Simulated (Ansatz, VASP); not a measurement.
# Cross-check of Ta (dimer Ta chain) between VASP and Ansatz, part 2 of 2

One calculation is typed for both programs; each brings its own data sets. How far apart do they land? The structure shown is the end of the Ansatz relaxation below.

VASP 6.6.1 and Ansatz 0.2.0.

So far. Step 4 (Differences): The forces differ by 141 meV/Å r.m.s., where the r.m.s. force is 0.001 eV/Å in Ansatz and 0.142 eV/Å in VASP: the atoms lie near their places of rest in Ansatz, so a percentage would say little (all taken over all components).

## Step 7: VASP: single point, RPBE

Level of this step: RPBE, spin-polarised from a ferromagnetic start; plane waves and PAW (Ta_pv) (VASP).

The same cell, functional, mesh and smearing now go to VASP, with its own data sets.

INCAR

```
SYSTEM = Ta
PREC = Accurate
ENCUT = 500
EDIFF = 1E-06
NELM = 200
ISMEAR = -1
SIGMA = 0.05
LREAL = .FALSE.
ALGO = Normal
GGA = RP
NBANDS = 19
ISPIN = 2
MAGMOM = 0.36 0.36
LASPH = .TRUE.
LMAXMIX = 4
LORBIT = 11
LWAVE = .FALSE.
LCHARG = .FALSE.
ISIF = 2
GGA_COMPAT = .FALSE.
KPAR = 2
```

POSCAR

```
Ta
1.0
    7.5000000000      0.0000000000      0.0000000000
    0.0000000000      7.5000000000      0.0000000000
    0.0000000000      0.0000000000      5.0549291513
Ta
2
Direct
    0.5000000000      0.5000000000      0.0111778410
    0.5000000000      0.5000000000      0.4388221590
```

KPOINTS

```
Automatic mesh
0
Gamma
1 1 13
0 0 0
```

PAW data sets: Ta_pv (PBE family, release 64).

On the command line:

```sh
$ mpirun -np 2 vasp_std
```

Numbers of over 12 decimals in the logs are rounded to 6 here.

The log of the run:

```text
[banner, memory and clock lines left out]
running    2 mpi-ranks, on    1 nodes
[...]
|                                                                             |
|               ----> ADVICE to this user running VASP <----                  |
|                                                                             |
|     You enforced a specific xc type in the INCAR file but a different       |
|     [... a line on the potential file left out ...]
|     I HOPE YOU KNOW WHAT YOU ARE DOING!                                     |
|                                                                             |

 LDA part: xc-table for (Slater+PW92), standard interpolation
 POSCAR, INCAR and KPOINTS ok, starting setup
[...]
entering main loop
       N       E                     dE             d eps       ncg     rms          rms(c)
DAV:   1     0.974720990483E+02    0.97472E+02   -0.10589E+04   700   0.796E+02
DAV:   2    -0.642014264037E+01   -0.10389E+03   -0.10105E+03   766   0.179E+02
DAV:   3    -0.140292128555E+02   -0.76091E+01   -0.73232E+01   655   0.373E+01
DAV:   4    -0.143307594642E+02   -0.30155E+00   -0.28442E+00   726   0.657E+00
[...]
DAV:  19    -0.132716057674E+02    0.53321E-04   -0.18820E-04   556   0.833E-02    0.386E-04
DAV:  20    -0.132716012384E+02    0.45290E-05   -0.17771E-05   568   0.247E-02    0.215E-04
DAV:  21    -0.132716011603E+02    0.78029E-07   -0.44921E-06   565   0.125E-02
   1 F= -.13271601E+02 E0= -.13270380E+02  d E =-.244244E-02  mag=     1.9924
```

From OUTCAR (step 7):

```text
  Total       -0.5283016     -0.5283016      0.5779453      0.0000000     -0.0000000      0.0000000
  in kB       -2.9768357     -2.9768357      3.2565648      0.0000000     -0.0000000      0.0000000
  external PRESSURE =      -0.8990356 kB  Pullay stress =       0.0000000 kB

 POSITION                                       TOTAL-FORCE (eV/Angst)
 -----------------------------------------------------------------------------------
      3.75000      3.75000      0.05650         0.000000     -0.000000     -0.264269
      3.75000      3.75000      2.21821         0.000000      0.000000      0.264269
 -----------------------------------------------------------------------------------
    total drift:                                0.000000      0.000000     -0.000000

  FREE ENERGIE OF THE ION-ELECTRON SYSTEM (eV)
  ---------------------------------------------------
  free  energy   TOTEN  =       -13.2716011603 eV

  energy  without entropy=      -13.2691587227  energy(sigma->0) =      -13.27037994

 magnetization (x)
# of ion       s       p       d       tot
------------------------------------------
    1        0.009  -0.001   0.621   0.630
    2        0.009  -0.001   0.621   0.630
--------------------------------------------------
tot          0.019  -0.001   1.242   1.260

[... 3 further parts left out ...]
[key lines of the parts left out:]
E-fermi :  -2.3032
```

## Step 8: Comparison

What differs besides the data sets and the points named for the pairs above, as far as they apply: VASP starts from the moments at which Ansatz ended; the data sets hold 26 valence electrons in Ansatz (on its default PAW (the set named soft_2) files) and 22 in VASP; Ansatz makes its cores anew for this functional, VASP keeps those of its PBE data sets; site moments are counted in spheres of each program's own size. Total energies have different zeros and are not compared.

The two programs side by side:

| quantity | Ansatz | VASP | difference |
| --- | --- | --- | --- |
| pressure (GPa) | -0.18 | -0.09 | -0.09 |
| total moment (μB) | 1.99 | 1.99 | 0.00 |
| moment on Ta1 (μB) | 0.36 | 0.63 | -0.27 |
| moment on Ta2 (μB) | 0.36 | 0.63 | -0.27 |

Forces (eV/Å; atoms numbered as in POSCAR):

| atom | Ansatz x, y, z | VASP x, y, z |
| --- | --- | --- |
| Ta1 | 0.000, 0.000, -0.009 | 0.000, 0.000, -0.264 |
| Ta2 | 0.000, 0.000, 0.009 | 0.000, 0.000, 0.264 |

The forces differ by 148 meV/Å r.m.s., where the r.m.s. force is 0.005 eV/Å in Ansatz and 0.153 eV/Å in VASP: the atoms lie near their places of rest in Ansatz, so a percentage would say little (all taken over all components). The total moments and the pattern agree; the site moments differ because the programs count them in spheres of different size.

## Step 9: Ansatz: relaxation, PBE

This run makes the geometry at which the two programs are then compared. The cell compared in this pair holds 281.40 Å³, against 284.34 Å³ for the pair before.

The structure compared here is the end of the Ansatz relaxation.

input.yaml

```yaml
crystal:
  lattice:
    - [7.5, 0.0, 0.0]
    - [0.0, 7.5, 0.0]
    - [0.0, 0.0, 6.46]
  atoms:
    - { symbol: Ta, position: [0.5, 0.5, 0.0], spin: 2.0 }
    - { symbol: Ta, position: [0.5, 0.5, 0.45], spin: 2.0 }
magnetization:
  spin_polarized: true
kpoints:
  mp_grid: { grid: [1, 1, 13] }
scf:
  occupations: { method: fermi_dirac, width: 0.05 }
hamiltonian:
  xc: pbe
  pseudopotentials: { kind: nc, accuracy: standard }
relax:
  cell: { fix: [a, b, alpha, beta, gamma] }
  max_steps: 60
```

On the command line:

```sh
$ ansatz run input.yaml --threads 4 --pin off --max-ram 8192MiB --backend cpu --events-out ev --progress --plain --runs-dir out
```

The log of the run:

```text
[...]
Crystal: 2 atoms, lattice volume = 363.375 Å³
Basis set: ecut = 789.130201 eV, 18393 PW (Γ), exchange–correlation on 144×144×120 points (8 copies of the dense FFT grid, shifted against one another)
Bands: 19, of which v1, the nominal top of the filled ones, is band 13 counted from 1 (12 counted from 0)
Symmetry: 16 space group operations
[...]
0.000000      -0.299133      -0.000000
       -0.000000      -0.000000       0.000269
  P = ⅓ Tr σ = -0.1993 GPa (-1.993 kbar)
--- Relaxed structure (9 steps of the walk, 9 accepted, 1 SCFs on fresh bases) ---
[...]
cell:  # Å, volume = 281.4010 Å³
    - [7.5, 0.0, 0.0]
    - [0.0, 7.5, 0.0]
    - [0.0, 0.0, 5.002685]
  atoms:
    - { symbol: Ta, position: [0.5, 0.5, 0.010112] }
    - { symbol: Ta, position: [0.5, 0.5, 0.439888] }
[key lines of the parts left out:]
SCF converged after 6 iterations
Magnetization: 1.9804 μB (13.9902 up, 12.0098 down)
Free energy (F): -3533.245960 eV
Fermi energy:    -0.745141 eV
```

## Step 10: VASP: single point, PBE, pair 3

The same cell, functional, mesh and smearing now go to VASP, with its own data sets.

Edit INCAR of step 7 so:

```diff
@@ -9,3 +9,3 @@
 ALGO = Normal
-GGA = RP
+GGA = PE
 NBANDS = 19
```

POSCAR

```
Ta
1.0
    7.5000000000      0.0000000000      0.0000000000
    0.0000000000      7.5000000000      0.0000000000
    0.0000000000      0.0000000000      5.0026850485
Ta
2
Direct
    0.5000000000      0.5000000000      0.0101119183
    0.5000000000      0.5000000000      0.4398880817
```

KPOINTS is that of step 7.

On the command line:

```sh
$ mpirun -np 2 vasp_std
```

The log of the run:

```text
[... set-up lines as in an earlier step ...]
 entering main loop
       N       E                     dE             d eps       ncg     rms          rms(c)
DAV:   1     0.996049174343E+02    0.99605E+02   -0.10617E+04   692   0.801E+02
DAV:   2    -0.688202235826E+01   -0.10649E+03   -0.10351E+03   782   0.179E+02
DAV:   3    -0.146295856256E+02   -0.77476E+01   -0.74915E+01   671   0.381E+01
DAV:   4    -0.148692782473E+02   -0.23969E+00   -0.22760E+00   715   0.615E+00
[...]
DAV:  17    -0.137095710093E+02   -0.17926E-04   -0.30153E-05   541   0.284E-02    0.361E-03
DAV:  18    -0.137095744085E+02   -0.33992E-05   -0.92330E-06   565   0.165E-02    0.176E-03
DAV:  19    -0.137095740140E+02    0.39448E-06   -0.84532E-06   556   0.135E-02
   1 F= -.13709574E+02 E0= -.13706624E+02  d E =-.589922E-02  mag=     1.9760
```

From OUTCAR (step 10):

```text
  Total       -0.5381311     -0.5381311      0.8553241      0.0000000      0.0000000      0.0000000
  in kB       -3.0638888     -3.0638888      4.8698503      0.0000000      0.0000000      0.0000000
  external PRESSURE =      -0.4193091 kB  Pullay stress =       0.0000000 kB

 POSITION                                       TOTAL-FORCE (eV/Angst)
 -----------------------------------------------------------------------------------
      3.75000      3.75000      0.05059         0.000000      0.000000     -0.387772
      3.75000      3.75000      2.20062         0.000000     -0.000000      0.387772
 -----------------------------------------------------------------------------------
    total drift:                                0.000000      0.000000      0.000006

  FREE ENERGIE OF THE ION-ELECTRON SYSTEM (eV)
  ---------------------------------------------------
  free  energy   TOTEN  =       -13.7095740140 eV

  energy  without entropy=      -13.7036747983  energy(sigma->0) =      -13.70662441

 magnetization (x)
# of ion       s       p       d       tot
------------------------------------------
    1        0.008  -0.000   0.614   0.622
    2        0.008  -0.000   0.614   0.622
--------------------------------------------------
tot          0.017  -0.000   1.228   1.244

[... 1 part as in an earlier step ...]

[... 2 further parts left out ...]
[key lines of the parts left out:]
E-fermi :  -2.4272
```

## Step 11: Comparison

What differs besides the data sets and the points named for the pairs above, as far as they apply: the data sets hold 26 valence electrons in Ansatz (on norm-conserving files, of PseudoDojo where its log says so) and 22 in VASP; the cutoff is 789.13 eV in Ansatz and 500 eV in VASP. Total energies have different zeros and are not compared.

Both answers:

```
          quantity  Ansatz   VASP  difference
    pressure (GPa)   -0.20  -0.04       -0.16
 total moment (μB)    1.98   1.98        0.00
moment on Ta1 (μB)    0.36   0.62       -0.27
moment on Ta2 (μB)    0.36   0.62       -0.27
```

Forces (eV/Å; atoms numbered as in POSCAR):

```csv
atom,"Ansatz x, y, z","VASP x, y, z"
Ta1,"0.000, 0.000, -0.002","0.000, 0.000, -0.388"
Ta2,"0.000, 0.000, 0.002","0.000, 0.000, 0.388"
```

The forces differ by 223 meV/Å r.m.s., where the r.m.s. force is 0.001 eV/Å in Ansatz and 0.224 eV/Å in VASP: the atoms lie near their places of rest in Ansatz, so a percentage would say little (all taken over all components). The total moments and the pattern agree; the site moments differ because the programs count them in spheres of different size.

## Step 12: Outcome

```json
{
  "r.m.s. force difference (single point, PBE, pair 1)": "141 meV/Å",
  "r.m.s. force difference (single point, RPBE)": "148 meV/Å",
  "r.m.s. force difference (single point, PBE, pair 3)": "99 % of the r.m.s. force"
}
```

The r.m.s. force difference is 99 % of the r.m.s. force (single point, PBE, pair 3), beyond the 3 % picked in this series as the mark of a large difference. The data sets hold unlike numbers of valence electrons (26 in Ansatz and 22 in VASP), so part of the differences comes from the potentials. Single point, PBE, pair 1, VASP with the data sets Ta_sv_GW: r.m.s. force difference goes from 141 to 105 meV/Å; the difference in pressure goes from -0.088 to 0.068 GPa. What causes the difference of the single point, RPBE pair stays open here. What causes the difference of the single point, PBE, pair 3 pair stays open here. 5 further runs of this series are not shown here. Such differences can come from data sets, numerical settings and the points named under the comparisons, not from the functional's error against experiment.

[Lines on the potential files, build, host, timing and source positions are cut from VASP's logs without a mark.]

[Logs are printed without paths, hosts, clocks, repeated set-up lines and the standing remarks that a program may print on its own settings, such as how far it seeks lower states.]

[Hosts, paths, dates, database ids (printed as entryN), source tags and the programs' standing remarks are cut or masked in the printed files.]
